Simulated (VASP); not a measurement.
Runs of VASP 6.6.1 on ZnS. The structure is cubic, space group F-43m (No. 216). The conventional cell has a = 5.448 Å, b = 5.448 Å, c = 5.448 Å, α = 90.00°, β = 90.00°, γ = 90.00°. Zn (site symmetry -43m) is surrounded by 4 S at 2.36 Å. S (site symmetry -43m) is surrounded by 4 Zn at 2.36 Å. The cell is a database's computed one.

```tsv
task	level	potentials or basis	cell	k mesh	cutoff (eV)	grid for exact exchange (PRECFOCK)	screening parameter	exchange at q = 0	gap on the mesh (eV)	pressure (GPa)
band structure	PBE	VASP PAW PBE potentials, release 64 (Zn, S)	F-43m, 20.21 Å³/atom	12 × 12 × 12	300	-	-	-	2.00	-
band structure	PBE	VASP PAW PBE potentials, release 64 (Zn, S)	F-43m, 20.21 Å³/atom	12 × 12 × 12	600	-	-	-	2.01	0.0
band structure	LDA	VASP PAW LDA potentials, release 64 (Zn, S)	F-43m, 20.21 Å³/atom	12 × 12 × 12	450	-	-	-	1.78	-5.9
dielectric tensor	PBE	VASP PAW PBE potentials, release 64 (Zn, S)	F-43m, 20.21 Å³/atom	11 × 11 × 11	450	-	-	-	2.01	-
relaxation of cell and atoms	PBE	VASP PAW PBE potentials, release 64 (Zn, S)	relaxed	10 × 10 × 10	600	-	-	-	2.01	0.0
band structure	HSE06	VASP PAW PBE potentials, release 64 (Zn, S)	F-43m, 20.21 Å³/atom	8 × 8 × 8	450	Fast	0.2 1/A	-	(a)	(b)
band structure	PBE	VASP PAW PBE potentials, release 64 (Zn, S)	F-43m, 20.21 Å³/atom	12 × 12 × 12	450	-	-	-	2.01	-0.1
band structure	r2SCAN	VASP PAW PBE potentials, release 64 (Zn, S)	F-43m, 20.21 Å³/atom	12 × 12 × 12	450	-	-	-	2.56	-2.4
band structure	PBE0	VASP PAW PBE potentials, release 64 (Zn, S)	F-43m, 20.21 Å³/atom	8 × 8 × 8	450	Fast	-	truncated	3.86	-1.3
```

Alike in all rows: no spin polarisation; smearing gaussian 0.02 eV.

Task: Estimate the missing entries.

Result: (a) 3.23; (b) -1.1.

Caveats: the PAW data sets were made with another functional, which shifts forces and pressure a little (some runs); the cutoff is under 1.25 times the usual one of these potentials, so pressure, stress and relaxed cells hold a basis-set (Pulay) error (some runs).

